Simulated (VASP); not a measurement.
Computed with PBEsol GGA, VASP's PBE PAW potentials (set 64) (plane waves; VASP).

The input files of a VASP run:

### POSCAR
```
LiTaF6
1.0
  2.5846700000   1.4922600000   4.5260000000
 -2.5846700000   1.4922600000   4.5260000000
  0.0000000000  -2.9845200000   4.5260000000
Li Ta F
1 1 6
direct
  0.5026430000   0.4925990000   0.5071450000
 -0.0149140000   0.0108280000   0.0080270000
  0.6669120000   0.2339120000   0.8591100000
  0.3556320000   0.7398900000   0.1351130000
  0.8671210000   0.6605720000   0.2358200000
  0.1410720000   0.3586600000   0.7400600000
  0.2446840000   0.8610560000   0.6531560000
  0.7368510000   0.1424820000   0.3615710000
```

### INCAR
```
SYSTEM = LiTaF6
PREC = Accurate
ENCUT = 400
EDIFF = 1E-6
NELM = 100
ALGO = Normal
LREAL = .FALSE.
LASPH = .TRUE.
ISMEAR = 0
SIGMA = 0.01
GGA = PS
LMAXMIX = 6
LWAVE = .FALSE.
LCHARG = .FALSE.
ISIF = 2
```

### KPOINTS
```
Automatic mesh
0
Gamma
6 6 6
0 0 0
```

POTCAR, in this order: Li_sv Ta_pv F (PBE.64 set). Program: vasp_std.

Output of the run:

OSZICAR:
```
       N       E                     dE             d eps       ncg     rms          rms(c)
DAV:   1     0.454157813621E+03    0.45416E+03   -0.28574E+04  7416   0.141E+03
DAV:   2    -0.290183113912E+02   -0.48318E+03   -0.47613E+03  8592   0.408E+02
DAV:   3    -0.577209966359E+02   -0.28703E+02   -0.28647E+02 10300   0.107E+02
DAV:   4    -0.589139832808E+02   -0.11930E+01   -0.11917E+01 12493   0.138E+01
DAV:   5    -0.589574654823E+02   -0.43482E-01   -0.43480E-01  8873   0.169E+00    0.421E+01
DAV:   6    -0.521092077446E+02    0.68483E+01   -0.24778E+01  7775   0.401E+01    0.184E+01
DAV:   7    -0.519433840810E+02    0.16582E+00   -0.12193E+00  9204   0.791E+00    0.898E+00
DAV:   8    -0.519181582653E+02    0.25226E-01   -0.22502E-01  9136   0.343E+00    0.572E-01
DAV:   9    -0.519125895849E+02    0.55687E-02   -0.31686E-02  9061   0.128E+00    0.317E-01
DAV:  10    -0.519132292665E+02   -0.63968E-03   -0.60173E-03  8896   0.559E-01    0.728E-02
DAV:  11    -0.519134189940E+02   -0.18973E-03   -0.70616E-04  9231   0.204E-01    0.228E-02
DAV:  12    -0.519135161633E+02   -0.97169E-04   -0.10274E-04  9056   0.656E-02    0.230E-02
DAV:  13    -0.519135302068E+02   -0.14044E-04   -0.31865E-05  9727   0.445E-02    0.749E-03
DAV:  14    -0.519135314537E+02   -0.12468E-05   -0.39474E-06  9040   0.125E-02    0.367E-03
DAV:  15    -0.519135321200E+02   -0.66640E-06   -0.11428E-06  6232   0.911E-03
   1 F= -.51913532E+02 E0= -.51913532E+02  d E =-.208823E-50
```

### OUTCAR
```
------------------------ aborting loop because EDIFF is reached ----------------------------------------
  FORCE on cell =-STRESS in cart. coord.  units (eV):
  Direction    XX          YY          ZZ          XY          YZ          ZX
  --------------------------------------------------------------------------------------
  Total       -4.7170522     -6.2172157     -4.3376665     -1.2956262      0.6417488      1.9924170
  in kB      -72.1549053    -95.1023216    -66.3515914    -19.8186887      9.8165810     30.4772242
  external PRESSURE =     -77.8696061 kB  Pullay stress =       0.0000000 kB
  volume of cell :      104.74
      direct lattice vectors                 reciprocal lattice vectors
     2.584670000  1.492260000  4.526000000     0.193448293  0.111687418  0.073648549
    -2.584670000  1.492260000  4.526000000    -0.193448293  0.111687418  0.073648549
     0.000000000 -2.984520000  4.526000000     0.000000000 -0.223374836  0.073648549
 POSITION                                       TOTAL-FORCE (eV/Angst)
 -----------------------------------------------------------------------------------
      0.02596     -0.02842      6.79980        -0.352355      0.117935     -0.031027
      2.51814      1.46221      4.54384         3.000833      1.388816      2.304678
      1.11916     -1.21977      7.96546        -2.241541      0.406661     -1.647391
     -0.99318      1.23156      5.56985        -0.765292      0.145214     -0.046156
      0.53386      1.57591      7.98166         0.325386     -1.124084     -0.830543
     -0.56239     -1.46299      5.61130         0.104220     -0.777885     -0.157959
     -1.59312     -0.29931      7.96076        -0.329289     -0.341065      0.321526
      1.53625      0.23308      5.61633         0.258038      0.184408      0.086872
 -----------------------------------------------------------------------------------
    total drift:                                0.000276     -0.001312      0.000173
  FREE ENERGIE OF THE ION-ELECTRON SYSTEM (eV)
  ---------------------------------------------------
  free  energy   TOTEN  =       -51.9135321200 eV

  energy  without entropy=      -51.9135321200  energy(sigma->0) =      -51.91353212
```
(Selected blocks of OUTCAR.)

At this cut-off the stress carries a Pulay error, which pulls relaxed volumes low.

The structure comes from a computed database's LiTaF6 entry; how it stands against other phases isn't given here. The cell was not relaxed at this level, atoms are displaced from their ideal sites.
